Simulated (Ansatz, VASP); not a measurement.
# Hf29Ga24N24O58 (amorphous HfO2 against GaN(10-10), 11.8 A) in two plane-wave programs

Aim: how closely do two programs agree when they are given the same cell, functional and k mesh? The cell is taken from a series of runs on this material, whose earlier steps may have relaxed, scaled, displaced or heated it; both programs get it as it stands.

Main program and level: Ansatz 0.2.0; plane waves, with VASP 6.6.1 beside it; single point at PBE.

### Step 1. Set-up

The cell holds 135 atoms: 24 Ga, 24 N, 29 Hf and 58 O. Cell: a = 10.460 Å, b = 9.630 Å, c = 17.611 Å, α = 90.0°, β = 90.0°, γ = 90.0°. It derives from GaN (4 planes of wurtzite GaN(10-10)). A slab of 4 planes of wurtzite GaN(10-10) (starting lattice constant a = 3.21 A, c = 5.23 A), 10.46 x 9.63 A in plane. 87 atoms (29 Hf, 58 O) packed at random between the slab and its periodic image at 8.5 g/cm^3 (a layer of 11.8 A) and pushed apart as soft spheres. Langevin MD at fixed cell with the MACE-MP-0b2 small potential (Batatia et al., arXiv:2401.00096), steps of 2 fs: 0.84 ps at 3200 K with the crystal held, 3200 to 1000 K in 2.4 ps with the crystal held, 1000 to 300 K in 1.2 ps with its inner planes held; soft walls kept the melt out of the crystal while it was held. Then all atoms and the cell's height relaxed. The structure's axis is c.

### Step 2. Ansatz: single point, PBE

Ansatz runs on its default PAW (the set named soft_2) files.

With cell and atoms fixed, the geometry can't cause a difference; cores, projectors, grids and the points listed under the comparison can.

input.yaml reads:

```yaml
crystal:
  lattice:
    - [10.46, 0.0, 0.0]
    - [0.0, 9.63, 0.0]
    - [0.0, 0.0, 17.61069]
  atoms:
    - { symbol: Ga, position: [0.02229, 0.99285, 0.25645] }
    - { symbol: "N", position: [0.08549, 0.98992, 0.05269] }
    - { symbol: Ga, position: [0.26465, 0.00553, 0.0526] }
    - { symbol: "N", position: [0.34443, 0.97977, 0.25495] }
    - { symbol: Ga, position: [0.0258, 0.15368, 0.0983] }
    - { symbol: "N", position: [0.08574, 0.16123, 0.20657] }
    - { symbol: Ga, position: [0.2741, 0.1643, 0.21825] }
    - { symbol: "N", position: [0.34349, 0.15765, 0.11642] }
    - { symbol: Ga, position: [0.01896, 0.32206, 0.25716] }
    - { symbol: "N", position: [0.08976, 0.33378, 0.05684] }
    - { symbol: Ga, position: [0.27644, 0.30467, 0.05226] }
    - { symbol: "N", position: [0.33165, 0.34277, 0.26555] }
    - { symbol: Ga, position: [0.02071, 0.49862, 0.11195] }
    - { symbol: "N", position: [0.08543, 0.49579, 0.21593] }
    - { symbol: Ga, position: [0.27788, 0.49152, 0.19136] }
    - { symbol: "N", position: [0.33551, 0.48844, 0.08599] }
    - { symbol: Ga, position: [0.01074, 0.66601, 0.26396] }
    - { symbol: "N", position: [0.07032, 0.64371, 0.04207] }
    - { symbol: Ga, position: [0.25624, 0.65457, 0.03406] }
    - { symbol: "N", position: [0.32358, 0.6499, 0.25387] }
    - { symbol: Ga, position: [0.02634, 0.82169, 0.09341] }
    - { symbol: "N", position: [0.08109, 0.82218, 0.2077] }
    - { symbol: Ga, position: [0.26783, 0.81643, 0.19964] }
    - { symbol: "N", position: [0.32852, 0.8223, 0.09028] }
    - { symbol: Ga, position: [0.52766, 0.99525, 0.24365] }
    - { symbol: "N", position: [0.59984, 0.00726, 0.04923] }
    - { symbol: Ga, position: [0.78559, 0.00183, 0.05818] }
    - { symbol: "N", position: [0.83439, 0.98654, 0.26373] }
    - { symbol: Ga, position: [0.52713, 0.16908, 0.10041] }
    - { symbol: "N", position: [0.58908, 0.17224, 0.20665] }
    - { symbol: Ga, position: [0.77495, 0.16149, 0.21793] }
    - { symbol: "N", position: [0.83949, 0.1714, 0.1076] }
    - { symbol: Ga, position: [0.51897, 0.33081, 0.26463] }
    - { symbol: "N", position: [0.5884, 0.33503, 0.04233] }
    - { symbol: Ga, position: [0.77789, 0.34033, 0.06013] }
    - { symbol: "N", position: [0.83645, 0.32703, 0.28009] }
    - { symbol: Ga, position: [0.5219, 0.49974, 0.09762] }
    - { symbol: "N", position: [0.58192, 0.49676, 0.20956] }
    - { symbol: Ga, position: [0.76777, 0.50489, 0.22335] }
    - { symbol: "N", position: [0.83033, 0.5065, 0.11374] }
    - { symbol: Ga, position: [0.50774, 0.66665, 0.25171] }
    - { symbol: "N", position: [0.57598, 0.66196, 0.03196] }
    - { symbol: Ga, position: [0.76353, 0.66508, 0.04941] }
    - { symbol: "N", position: [0.82222, 0.68158, 0.2732] }
    - { symbol: Ga, position: [0.51635, 0.83678, 0.09032] }
    - { symbol: "N", position: [0.58468, 0.82551, 0.19451] }
    - { symbol: Ga, position: [0.7752, 0.82824, 0.19832] }
    - { symbol: "N", position: [0.83831, 0.82594, 0.09786] }
    - { symbol: Hf, position: [0.00921, 0.07222, 0.76013] }
    - { symbol: Hf, position: [0.22335, 0.23986, 0.65255] }
    - { symbol: Hf, position: [0.61115, 0.00681, 0.92775] }
    - { symbol: Hf, position: [0.23769, 0.49176, 0.34857] }
    - { symbol: Hf, position: [0.27522, 0.16649, 0.8629] }
    - { symbol: Hf, position: [0.9764, 0.54582, 0.93707] }
    - { symbol: Hf, position: [0.31218, 0.95158, 0.37012] }
    - { symbol: Hf, position: [0.40369, 0.43815, 0.50343] }
    - { symbol: Hf, position: [0.48945, 0.71962, 0.45538] }
    - { symbol: Hf, position: [0.61106, 0.38169, 0.92642] }
    - { symbol: Hf, position: [0.01469, 0.40789, 0.539] }
    - { symbol: Hf, position: [0.23221, 0.60063, 0.63115] }
    - { symbol: Hf, position: [0.7986, 0.30097, 0.39873] }
    - { symbol: Hf, position: [0.53519, 0.28677, 0.6421] }
    - { symbol: Hf, position: [0.35933, 0.94694, 0.70513] }
    - { symbol: Hf, position: [0.85535, 0.83728, 0.86705] }
    - { symbol: Hf, position: [0.93003, 0.45965, 0.72309] }
    - { symbol: Hf, position: [0.73094, 0.21562, 0.76513] }
    - { symbol: Hf, position: [0.07732, 0.76268, 0.45698] }
    - { symbol: Hf, position: [0.89549, 0.7978, 0.66731] }
    - { symbol: Hf, position: [0.74365, 0.84163, 0.35552] }
    - { symbol: Hf, position: [0.14682, 0.18296, 0.43564] }
    - { symbol: Hf, position: [0.4131, 0.43031, 0.78591] }
    - { symbol: Hf, position: [0.1278, 0.69357, 0.79247] }
    - { symbol: Hf, position: [0.54984, 0.11592, 0.43995] }
    - { symbol: Hf, position: [0.75881, 0.61739, 0.53301] }
    - { symbol: Hf, position: [0.90123, 0.99857, 0.5146] }
    - { symbol: Hf, position: [0.4881, 0.71543, 0.92589] }
    - { symbol: Hf, position: [0.62483, 0.66585, 0.74101] }
    - { symbol: O, position: [0.03415, 0.64792, 0.68947] }
    - { symbol: O, position: [0.60681, 0.2902, 0.3729] }
    - { symbol: O, position: [0.22608, 0.39278, 0.45937] }
    - { symbol: O, position: [0.80104, 0.41502, 0.95457] }
    - { symbol: O, position: [0.31098, 0.64772, 0.92953] }
    - { symbol: O, position: [0.59952, 0.99826, 0.34408] }
    - { symbol: O, position: [0.64439, 0.82725, 0.86736] }
    - { symbol: O, position: [0.23968, 0.79255, 0.67807] }
    - { symbol: O, position: [0.55239, 0.56111, 0.8472] }
    - { symbol: O, position: [0.53905, 0.49655, 0.69478] }
    - { symbol: O, position: [0.40579, 0.53775, 0.40194] }
    - { symbol: O, position: [0.0667, 0.37588, 0.97817] }
    - { symbol: O, position: [0.13224, 0.22758, 0.55275] }
    - { symbol: O, position: [0.90999, 0.86177, 0.41436] }
    - { symbol: O, position: [0.44332, 0.91034, 0.94264] }
    - { symbol: O, position: [0.41821, 0.341, 0.88933] }
    - { symbol: O, position: [0.28925, 0.16054, 0.975] }
    - { symbol: O, position: [0.09305, 0.12015, 0.85382] }
    - { symbol: O, position: [0.7009, 0.20234, 0.65337] }
    - { symbol: O, position: [0.868, 0.4721, 0.60714] }
    - { symbol: O, position: [0.13092, 0.01885, 0.35334] }
    - { symbol: O, position: [0.90215, 0.99422, 0.63061] }
    - { symbol: O, position: [0.34727, 0.00242, 0.8109] }
    - { symbol: O, position: [0.53051, 0.25677, 0.75691] }
    - { symbol: O, position: [0.26414, 0.77681, 0.42412] }
    - { symbol: O, position: [0.10306, 0.41617, 0.64948] }
    - { symbol: O, position: [0.34679, 0.4024, 0.61762] }
    - { symbol: O, position: [0.82679, 0.68177, 0.9479] }
    - { symbol: O, position: [0.72208, 0.70344, 0.63825] }
    - { symbol: O, position: [0.76397, 0.42194, 0.77729] }
    - { symbol: O, position: [0.58404, 0.54463, 0.51252] }
    - { symbol: O, position: [0.34037, 0.14322, 0.41482] }
    - { symbol: O, position: [0.56743, 0.72383, 0.34849] }
    - { symbol: O, position: [0.94913, 0.22014, 0.46694] }
    - { symbol: O, position: [0.10365, 0.5983, 0.53374] }
    - { symbol: O, position: [0.50925, 0.82099, 0.71924] }
    - { symbol: O, position: [0.03774, 0.74265, 0.8901] }
    - { symbol: O, position: [0.10093, 0.32317, 0.35225] }
    - { symbol: O, position: [0.93237, 0.25258, 0.72728] }
    - { symbol: O, position: [0.51388, 0.26492, 0.5238] }
    - { symbol: O, position: [0.81055, 0.71114, 0.77024] }
    - { symbol: O, position: [0.81861, 0.03021, 0.79676] }
    - { symbol: O, position: [0.85174, 0.47279, 0.45917] }
    - { symbol: O, position: [0.91514, 0.77173, 0.5486] }
    - { symbol: O, position: [0.68645, 0.77746, 0.46855] }
    - { symbol: O, position: [0.03102, 0.51179, 0.82134] }
    - { symbol: O, position: [0.39849, 0.12594, 0.64374] }
    - { symbol: O, position: [0.00621, 0.86273, 0.76711] }
    - { symbol: O, position: [0.36327, 0.63781, 0.54781] }
    - { symbol: O, position: [0.64989, 0.1979, 0.88271] }
    - { symbol: O, position: [0.28049, 0.57569, 0.75345] }
    - { symbol: O, position: [0.08839, 0.97425, 0.49626] }
    - { symbol: O, position: [0.73957, 0.10107, 0.46335] }
    - { symbol: O, position: [0.46103, 0.92845, 0.4629] }
    - { symbol: O, position: [0.26541, 0.29489, 0.76715] }
    - { symbol: O, position: [0.07917, 0.6289, 0.36448] }
    - { symbol: O, position: [0.16695, 0.05824, 0.69367] }
    - { symbol: O, position: [0.80484, 0.97819, 0.94991] }
kpoints:
  mp_grid: { grid: [1, 1, 1] }
hamiltonian:
  xc: pbe
scf:
  occupations: { method: fermi_dirac, width: 0.025 }
output:
  forces: true
  stress: true
  populations: true
  dos:
    method: { smearing: { sigma: 0.08 } }
    de: 0.05
    projected:
      site_lists:
        layer_1: [1, 2, 4, 7, 9, 10, 12, 14, 15, 17, 18, 20, 23, 25, 26, 28, 31, 33, 34, 36, 39, 41, 42, 44, 45, 47]
        layer_2: [0, 3, 5, 6, 8, 11, 13, 16, 19, 21, 22, 24, 27, 29, 30, 32, 35, 37, 38, 40, 43, 46, 51, 68, 82, 97, 109, 114]
        layer_3: [54, 55, 56, 60, 66, 69, 72, 74, 78, 79, 87, 90, 101, 107, 108, 110, 116, 119, 121, 128, 129, 130, 132]
        layer_4: [49, 58, 59, 61, 67, 73, 77, 84, 86, 89, 95, 96, 98, 102, 103, 105, 111, 120, 123, 125, 133]
        layer_5: [48, 52, 62, 64, 65, 70, 71, 76, 85, 94, 99, 100, 106, 112, 115, 117, 118, 122, 124, 127, 131]
        layer_6: [50, 53, 57, 63, 75, 80, 81, 83, 88, 91, 92, 93, 104, 113, 126, 134]
  eigenvalues: true
  write_density: true
  write_potential: true
  volumetric_format: npy
```

Run with:

```sh
ansatz run input.yaml --threads 4 --pin off --max-ram 15872MiB --backend cpu --events-out ev --progress --plain --runs-dir out
```

Numbers of over 12 decimals in the logs are rounded to 6 here.

The program printed:

```text
Engine: ansatz 0.2.0, aarch64-unknown-linux-gnu
Pseudopotentials: kind: paw
Pseudopotential: Ga, paw, valence charge 13, recommended cutoff 420 eV (normal), Ga.paw.azcp
Pseudopotential: N, paw, valence charge 5, recommended cutoff 420 eV (normal), N.paw.azcp
Pseudopotential: Hf, paw, valence charge 26, recommended cutoff 420 eV (normal), Hf.paw.azcp
Pseudopotential: O, paw, valence charge 6, recommended cutoff 420 eV (normal), O.paw.azcp
Functional definition: PBE
  parameter kappa = 0.804
  parameter beta = 0.066725
  exchange = pbe_x(kappa = kappa, mu = beta*pi^2/3)
  correlation = pbe_c(beta = beta)
Crystal: 135 atoms, lattice volume = 1773.921 Å³
Basis set: ecut = 420 eV, 34713 PW (Γ), exchange–correlation on 144×144×240 points (8 copies of the dense FFT grid, shifted against one another)
Bands: 921, of which v1, the nominal top of the filled ones, is band 767 counted from 1 (766 counted from 0)
Symmetry: 1 space group operations
Space group: P1 (ITA 1), of the structure as read, at distance tolerance 1.2e-4 Å
k-points: 1
Non-local potential: Ga, projectors of the file, l = 0: 2, l = 1: 2, l = 2: 3, l = 3: 1
Non-local potential: N, projectors of the file, l = 0: 2, l = 1: 2, l = 2: 1
Non-local potential: Hf, projectors of the file, l = 0: 3, l = 1: 2, l = 2: 2, l = 3: 3
Non-local potential: O, projectors of the file, l = 0: 2, l = 1: 2, l = 2: 1
PAW form: soft (Blöchl's): semilocal exchange-correlation on the pseudo side does not see the compensation charge
PAW one-centre angular grid: Ga, 590 points (default); XC on 64 Gauss nodes
PAW one-centre angular grid: N, 110 points (default); XC on 64 Gauss nodes
PAW one-centre angular grid: Hf, 590 points (default); XC on 64 Gauss nodes
PAW one-centre angular grid: O, 110 points (default); XC on 64 Gauss nodes
Initial density: superposition of atomic densities (neutral atoms: chi_scale 0, normalization atom), corrected by the library's trained network
Initial wavefunctions: pseudopotential atomic-orbital guess
Functional: x = pbe(κ = 0.804, μ = 0.219515), c = pbe(β = 0.066725)
SCF iter   1: F=—  HF=-588980.043346 eV  |F-HF|=—  |Δ(HF+E_count)|=         —  Δρ=4.57e-3  dr2=3.50e-1  ethr=1.77e-3  ⟨swp⟩=6.0  Hψ=2855  notcnv=0  defer=119
preconditioner: auto → Resta (q_TF=auto, 2.663 Å⁻¹)  ε∞=5.0  [insulator: Δε(μ)=0.667 eV  Ē_g=16.978 eV  σ=0.025 eV  W_gap=1.00  n_scr=566 (ndim 8)  ℏωp=33.9 eV  f_vac=0.117  D(μ)=0.00/eV (n_scr^D=0)  ε∞_Penn≈5.0]
SCF iter   2: F=—  HF=-588979.998326 eV  |F-HF|=—  |Δ(HF+E_count)|=   4.50e-2  Δρ=2.31e-3  dr2=6.86e-2  ethr=2.28e-5  ⟨swp⟩=2.0  Hψ=1725  notcnv=0  defer=140
SCF iter   3: F=—  HF=-588979.998664 eV  |F-HF|=—  |Δ(HF+E_count)|=   3.38e-4  Δρ=9.71e-4  dr2=1.89e-2  ethr=4.47e-6  ⟨swp⟩=2.0  Hψ=1446  notcnv=0  defer=140
SCF iter   4: F=—  HF=-588979.998572 eV  |F-HF|=—  |Δ(HF+E_count)|=   9.19e-5  Δρ=2.72e-4  dr2=1.76e-3  ethr=1.23e-6  ⟨swp⟩=2.0  Hψ=1432  notcnv=0  defer=140
SCF iter   5: F=—  HF=-588979.999182 eV  |F-HF|=—  |Δ(HF+E_count)|=   6.10e-4  Δρ=1.54e-4  dr2=5.11e-4  ethr=1.14e-7  ⟨swp⟩=2.0  Hψ=1545  notcnv=0  defer=140
SCF iter   6: F=—  HF=-588979.999073 eV  |F-HF|=—  |Δ(HF+E_count)|=   1.09e-4  Δρ=4.97e-5  dr2=5.88e-5  ethr=3.33e-8  ⟨swp⟩=2.0  Hψ=1548  notcnv=0  defer=140
SCF iter   7: F=—  HF=-588980.000862 eV  |F-HF|=—  |Δ(HF+E_count)|=   1.79e-3  Δρ=2.97e-5  dr2=2.04e-5  ethr=3.84e-9  ⟨swp⟩=2.0  Hψ=1688  notcnv=0  defer=140
SCF iter   8: F=—  HF=-588980.000869 eV  |F-HF|=—  |Δ(HF+E_count)|=   7.47e-6  Δρ=1.47e-5  dr2=5.03e-6  ethr=1.33e-9  ⟨swp⟩=3.0  Hψ=1544  notcnv=0  defer=140
SCF iter   9: F=—  HF=-588980.000872 eV  |F-HF|=—  |Δ(HF+E_count)|=   2.28e-6  Δρ=5.30e-6  dr2=8.60e-7  ethr=3.28e-10  ⟨swp⟩=3.0  Hψ=1529  notcnv=0  defer=140
SCF iter  10: F=—  HF=-588980.000872 eV  |F-HF|=—  |Δ(HF+E_count)|=   6.11e-7  Δρ=3.82e-6  dr2=3.35e-7  ethr=5.61e-11  ⟨swp⟩=3.0  Hψ=1548  notcnv=0  defer=140
SCF iter  11: F=-588980.000872 eV  HF=-588980.000872 eV  |F-HF|=2.33e-9  |Δ(HF+E_count)|=   1.43e-7  Δρ=1.82e-6  dr2=7.58e-8  ethr=6.52e-12  ⟨swp⟩=13.0  Hψ=7541  notcnv=0
SCF 1 converged in 11 iterations: F = -588980.000872 eV  dr2 = 7.58e-8
  greatest PAW one-centre occupation: 0.999 electrons in one spin orbital (limit 2), on the Hf atom at site 72 (counted from 0), in its partial waves of l = 0
SCF converged after 11 iterations
Free energy (F): -588980.000872 eV
Harris-Foulkes:  -588980.000872 eV  (|F-HF|=2.33e-9)
Internal energy: -588980.000868 eV  (E = F + TS)
E sigma→0 (E₀):  -588980.000870 eV
Entropy (-TS):   -0.000004 eV (-0.000 meV/atom)
Fermi energy:    13.343670 eV
--- Per-component energies (eV) ---
  E_band       = -4188.411093
  E_kinetic    = 28247.207470
  E_local      = -277747.445963  (includes V_loc(G=0)·N_el)
  E_nonlocal   = -21871.875829
  E_hartree    = 127406.386595
  E_xc         = -16044.604005
  E_vxc        = -16362.124349  (∫ρ·V_xc dr)
  E_paw        = -260950.656985  (= ΣΔE_a)
[...]
--- Löwdin populations: 135 sites ---
  site symbol       q [e]
     0     Ga     12.2196
     1      N      5.7693
     2     Ga     12.1849
     3      N      5.7455
     4     Ga     12.2358
     5      N      5.7475
     6     Ga     12.2510
     7      N      5.7570
     8     Ga     12.2288
     9      N      5.3768
    10     Ga     12.1627
    11      N      5.7422
    12     Ga     12.2958
    13      N      5.7464
    14     Ga     12.3140
    15      N      5.7237
    16     Ga     12.2260
    17      N      5.7388
    18     Ga     12.2126
    19      N      5.7768
    20     Ga     12.2382
    21      N      5.7501
    22     Ga     12.2812
    23      N      5.7228
[...]
127      O      6.6784
   128      O      6.6575
   129      O      6.6899
   130      O      6.6690
   131      O      6.6675
   132      O      6.6561
   133      O      6.6509
   134      O      6.6276
  spilling = 0.002627 (of n_electrons = 1534.000000)
```

(Part 1 of 2 ends here.)

[Lines on the potential files, build, host, timing and source positions are cut from VASP's logs without a mark.]

[Logs are printed without paths, hosts, clocks, repeated set-up lines and the standing remarks that a program may print on its own settings, such as how far it seeks lower states.]

[Hosts, paths, dates, database ids (printed as entryN), source tags and the programs' standing remarks are cut or masked in the printed files.]
